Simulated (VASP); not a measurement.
All values below come from optB88-vdW, VASP's PBE PAW potentials (set 64) (plane waves; VASP).

A VASP calculation is set up with these files.

### INCAR
```
SYSTEM = Gd
PREC = Accurate
ENCUT = 400
EDIFF = 1E-6
NELM = 100
ALGO = Normal
LREAL = .FALSE.
LASPH = .TRUE.
ISMEAR = 1
SIGMA = 0.1
GGA = BO
LMAXMIX = 6
LWAVE = .FALSE.
LCHARG = .FALSE.
ISIF = 2
PARAM1 = 0.1833333333
PARAM2 = 0.22
LUSE_VDW = .TRUE.
AGGAC = 0.0
```

File KPOINTS:
```
Automatic mesh
0
Gamma
10 10 6
0 0 0
```

### POSCAR
```
Gd
5.780
  0.3140138408  -0.5438878893   0.0000000000
  0.3140138408   0.5438878893   0.0000000000
  0.0000000000   0.0000000000   1.0000000000
Gd
2
direct
  0.3333330000   0.6666670000   0.2500000000
  0.6666670000   0.3333330000   0.7500000000
```

POTCAR, in this order: Gd_3 (PBE.64 set). Program: vasp_std.

The 4f electrons are frozen in the core of the lanthanide potential, so 4f levels, which can set the real gap, and their magnetism are missing.

Problem. What does the run give for the energy per atom (σ→0), pressure, band gap (on the k-mesh)?

Solution. 
| Quantity | Result |
|---|---|
| energy per atom (σ→0) | -1.921 eV/atom |
| band gap (on the k-mesh) | none (metal, semimetal or under 0.01 eV) |
| pressure | -13.9 kbar |

### OSZICAR
```
...
DAV:   6    -0.382569441040E+01   -0.15727E-01   -0.15772E-02  1616   0.100E+00    0.133E+01
DAV:   7    -0.384216115604E+01   -0.16467E-01   -0.32657E-02  1526   0.143E+00    0.193E-01
DAV:   8    -0.384241305313E+01   -0.25190E-03   -0.15705E-03  1841   0.274E-01    0.778E-02
DAV:   9    -0.384253154895E+01   -0.11850E-03   -0.32296E-04  1646   0.120E-01    0.429E-02
DAV:  10    -0.384252862659E+01    0.29224E-05   -0.37561E-05  1758   0.429E-02    0.407E-02
DAV:  11    -0.384253621507E+01   -0.75885E-05   -0.14467E-05  1636   0.216E-02    0.224E-03
DAV:  12    -0.384253648493E+01   -0.26987E-06   -0.39091E-07   913   0.405E-03
   1 F= -.38425365E+01 E0= -.38429292E+01  d E =0.117803E-02
```

The compound is Gd in the hcp structure. The cell was not relaxed at this level. The run is one of a series of settings (AGGAC = 0.0, GGA = BO, LUSE_VDW = .TRUE., PARAM1 = 0.1833333333, PARAM2 = 0.22 against the base run), some of them coarse on purpose.
